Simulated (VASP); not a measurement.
All values below come from optB86b-vdW, VASP's PBE PAW potentials (set 64) (plane waves; VASP).

VASP input:

File KPOINTS:
```
kpoints
0
G
  12 12 12
0 0 0
```

File POSCAR:
```
MgO
1
   -0.0000000000     2.1105759332     2.1105759332
    2.1105759332    -0.0000000000     2.1105759332
    2.1105759332     2.1105759332    -0.0000000000
Mg O
1 1
Direct
  0.0000000000   0.0000000000   0.0000000000
  0.5000000000   0.5000000000   0.5000000000
```

**INCAR**
```
LORBIT=11   # lm-projected
ENCUT=520   # plane-wave cut-off (eV)
GGA=MK
LUSE_VDW=.TRUE.
PARAM1=0.1234
LCHARG=.TRUE.
PREC=Accurate
ISMEAR=-5   # tetrahedra, Bloechl
AGGAC=0.0
LWAVE=.FALSE.
ALGO=Normal
SYSTEM=MgO
LASPH=.TRUE.
NELM=100
PARAM2=1.0
ISIF=2   # forces and stress, cell fixed
LREAL=.FALSE.   # projection in real space or not
EDIFF=1E-7   # SCF stop (eV)
NEDOS=601   # DOS grid
```

POTCAR, in this order: Mg O (PBE.64 set). Program: vasp_std.

Output

### OSZICAR
```
       N       E                     dE             d eps       ncg     rms          rms(c)
DAV:   1     0.162777746632E+02    0.16278E+02   -0.49368E+03  1328   0.893E+02
DAV:   2    -0.103804762177E+02   -0.26658E+02   -0.26435E+02  1384   0.143E+02
DAV:   3    -0.107553672663E+02   -0.37489E+00   -0.37489E+00  1504   0.191E+01
DAV:   4    -0.107559175489E+02   -0.55028E-03   -0.55028E-03  1480   0.697E-01
DAV:   5    -0.107559181069E+02   -0.55804E-06   -0.55804E-06  1608   0.157E-02    0.720E+00
DAV:   6    -0.922119336418E+01    0.15347E+01   -0.10151E+01  1152   0.224E+01    0.229E+00
DAV:   7    -0.920591949467E+01    0.15274E-01   -0.46882E-02  1216   0.263E+00    0.132E+00
DAV:   8    -0.920051636554E+01    0.54031E-02   -0.26834E-02  1152   0.244E+00    0.160E-01
DAV:   9    -0.920040746949E+01    0.10890E-03   -0.46930E-04  1704   0.196E-01    0.727E-02
DAV:  10    -0.920051204600E+01   -0.10458E-03   -0.13439E-04  1176   0.123E-01    0.485E-03
DAV:  11    -0.920051195327E+01    0.92735E-07   -0.13948E-06  1680   0.968E-03    0.295E-03
DAV:  12    -0.920051186979E+01    0.83481E-07   -0.49519E-07  1176   0.660E-03
   1 F= -.92005119E+01 E0= -.92005119E+01  d E =0.000000E+00
```

File OUTCAR:
```
------------------------ aborting loop because EDIFF is reached ----------------------------------------
  FORCE on cell =-STRESS in cart. coord.  units (eV):
  Direction    XX          YY          ZZ          XY          YZ          ZX
  --------------------------------------------------------------------------------------
  Total       -0.0008282     -0.0008282     -0.0008282      0.0000000      0.0000000     -0.0000000
  in kB       -0.0705662     -0.0705662     -0.0705662      0.0000000      0.0000000     -0.0000000
  external PRESSURE =      -0.0705662 kB  Pullay stress =       0.0000000 kB
  volume of cell :       18.80
      direct lattice vectors                 reciprocal lattice vectors
     0.000000000  2.110575933  2.110575933    -0.236902161  0.236902161  0.236902161
     2.110575933  0.000000000  2.110575933     0.236902161 -0.236902161  0.236902161
     2.110575933  2.110575933  0.000000000     0.236902161  0.236902161 -0.236902161
  FREE ENERGIE OF THE ION-ELECTRON SYSTEM (eV)
  ---------------------------------------------------
  free  energy   TOTEN  =        -9.2005118698 eV

  energy  without entropy=       -9.2005118698  energy(sigma->0) =       -9.20051187

 total charge

# of ion       s       p       d       tot
------------------------------------------
    1        0.146   0.177   0.078   0.401
    2        1.536   3.556   0.000   5.092
--------------------------------------------------
tot          1.682   3.733   0.078   5.493
```
(Selected blocks of OUTCAR.)

The compound is MgO in the rock salt structure. It was relaxed first.
